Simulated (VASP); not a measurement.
Wanted: the native input for a VASP 6.6.1 run.

```yaml
Task: density of states
Functional: PBEsol
Potentials_or_basis: VASP PAW PBE potentials, release 64 (Os, Ru_pv)
Cutoff: 520 eV
k_mesh: 8 × 8 × 1
Occupations: fermi-dirac, width 0.05 eV
Spin: no spin polarisation
Hubbard_terms: Os d U = 3 eV, Ru d U = 3 eV
Dipole_correction: yes
k_mesh_for_the_DOS: 12 × 12 × 1
Occupations_for_the_DOS: tetrahedron
Further_INCAR_settings: ALGO = Fast; EDIFF = 1e-06; NBANDS = 46
```

The system is Os4Ru3, a slab with vacuum.

```
CELL_PARAMETERS angstrom
2.72701 0.00000 0.00000
-1.36351 2.36166 0.00000
0.00000 0.00000 27.90096
ATOMIC_POSITIONS crystal
Os 0.66667 0.33333 0.26881
Os 0.66667 0.33333 0.42294
Os 0.66667 0.33333 0.57706
Os 0.66667 0.33333 0.73119
Ru 0.33333 0.66667 0.34587
Ru 0.33333 0.66667 0.50000
Ru 0.33333 0.66667 0.65413
```

These files were run (other wordings do the same):

POSCAR

```
Os4Ru3
1.0
    2.7270104592      0.0000000000      0.0000000000
   -1.3635052296      2.3616603341      0.0000000000
    0.0000000000      0.0000000000     27.9009601800
Os Ru
4 3
Direct
    0.6666666700      0.3333333400      0.2688079533
    0.6666666700      0.3333333400      0.4229359844
    0.6666666700      0.3333333400      0.5770640156
    0.6666666700      0.3333333400      0.7311920467
    0.3333333300      0.6666666600      0.3458719688
    0.3333333300      0.6666666600      0.5000000000
    0.3333333300      0.6666666600      0.6541280312
```

INCAR.step1

```
SYSTEM = Os4Ru3
PREC = Accurate
ENCUT = 520
EDIFF = 1E-6
ISMEAR = -1
SIGMA = 0.05
LREAL = .False.
LASPH = .True.
NELM = 80
ALGO = Fast
ISIF = 2
LWAVE = .False.
LCHARG = .True.
LMAXMIX = 4
LDAU = .True.
LDAUTYPE = 2
LDAUL = 2 2
LDAUU = 3 3
LDAUJ = 0 0
LDAUPRINT = 1
LDIPOL = .True.
IDIPOL = 3
DIPOL = 0.5 0.5 0.500
GGA = PS
NBANDS = 46
```

KPOINTS.step1

```
Automatic mesh
0
Gamma
  8 8 1
  0 0 0
```

INCAR.step2

```
SYSTEM = Os4Ru3
PREC = Accurate
ENCUT = 520
EDIFF = 1E-6
ISMEAR = -5
SIGMA = 0.05
LREAL = .False.
LASPH = .True.
NELM = 80
ALGO = Fast
ISIF = 2
LWAVE = .False.
LCHARG = .False.
LMAXMIX = 4
LDAU = .True.
LDAUTYPE = 2
LDAUL = 2 2
LDAUU = 3 3
LDAUJ = 0 0
LDAUPRINT = 1
LDIPOL = .True.
IDIPOL = 3
DIPOL = 0.5 0.5 0.500
GGA = PS
LORBIT = 10
NBANDS = 46
NEDOS = 2001
ICHARG = 11
```

KPOINTS.step2

```
Automatic mesh
0
Gamma
  12 12 1
  0 0 0
```

Potentials or basis: VASP PAW PBE potentials, release 64 (Os, Ru_pv).

Command:

```sh
$ cat potpaw_PBE.64/Os/POTCAR potpaw_PBE.64/Ru_pv/POTCAR > POTCAR
$ cp INCAR.step1 INCAR
$ cp KPOINTS.step1 KPOINTS
$ mpirun -np 1 vasp_std > vasp.out
$ cp INCAR.step2 INCAR
$ cp KPOINTS.step2 KPOINTS
$ mpirun -np 1 vasp_std > vasp.out
```

Results of the run:

```json
{
  "Valence electrons inside the program's atomic spheres": "Os 7.27, 7.55; Ru 12.71, 12.76"
}
```

Caveat: U without spin polarisation on a metal has little footing; the U is typed as a test and isn't derived for this compound.

It took 7.5 min on 1 thread of Intel(R) Xeon(R) Platinum 8259CL CPU @ 2.50GHz (Skylake/Cascade Lake), on a shared host, peak memory 0.33 GiB.
